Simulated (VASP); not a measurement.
Data:

```yaml
crystal:
  lattice:
    - [1.88996, -3.27350, 0.00000]
    - [1.88996, 3.27350, 0.00000]
    - [0.00000, 0.00000, 6.02861]
  atoms:
    - { symbol: Zr, position: [0.00000, 0.00000, 0.00000] }
    - { symbol: S, position: [0.33333, 0.66667, 0.24061] }
    - { symbol: S, position: [0.66667, 0.33333, 0.75939] }
```

Level of theory: vdW-DF2, VASP's PBE PAW potentials (set 64) (plane waves; VASP 6.6.1). Settings: 520 eV cut-off, 8×8×4 Γ-centred mesh, tetrahedra with Blöchl corrections, potentials Zr_sv S.

The cores are frozen, which limits the accuracy of field gradients.

**Question.** Give the principal components of the electric field gradient (V/Å²) and the asymmetry η at each nucleus.

**Answer.** 
```tsv
atom	Vxx	Vyy	Vzz	η
Zr1	0.7	0.7	-1.5	0.00
S2	2.2	2.2	-4.3	0.00
S3	2.2	2.2	-4.3	0.00
```

The compound is ZrS2 in the 1T layered structure. It was relaxed first, which changed the volume by +10 %.
